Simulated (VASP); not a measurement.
Data:

```
CELL_PARAMETERS angstrom
      1.87101    -3.24068     0.00000
      1.87101     3.24068     0.00000
      0.00000     0.00000     4.76865
ATOMIC_POSITIONS crystal
  Pt 0.00000 0.00000 0.00000
  Se 0.33333 0.66667 0.26521
  Se 0.66667 0.33333 0.73479
```

Computed with LDA (Ceperley-Alder, Perdew-Zunger), VASP's LDA PAW potentials (set 64) (plane waves; VASP). Settings: 520 eV cut-off, Gaussian smearing of 0.050 eV, potentials Pt Se.

Q: Give the energies of bands 3 to 14 at the high-symmetry points, in eV from the Fermi level.

A: 
```
band      Γ      M      K      A      L      H
----  -----  -----  -----  -----  -----  -----
3     -7.42  -7.42  -7.22  -6.45  -7.87  -6.74
4     -6.55  -5.79  -6.23  -6.45  -6.34  -6.74
5     -6.55  -5.39  -6.23  -5.18  -6.16  -6.21
6     -4.01  -4.08  -4.76  -4.07  -4.83  -4.67
7     -4.01  -3.92  -4.76  -4.07  -3.55  -4.50
8     -2.59  -3.89  -3.82  -3.09  -3.54  -4.50
9     -1.10  -3.51  -2.38  -1.84  -3.25  -3.64
10    -1.10  -3.45  -1.82  -1.84  -2.75  -2.62
11     0.77  -3.06  -1.82  -1.75  -1.18  -2.62
12     1.01   0.41  -0.12   2.34   0.53   2.34
13     1.01   2.52  -0.12   2.34   1.43   2.34
14     3.08   4.99   3.82   4.86   4.69   6.65
```

It has no gap at this level: it comes out as a metal or semimetal.

The compound is PtSe2 in the 1T layered structure. It was relaxed first, which changed the volume by -6 %.
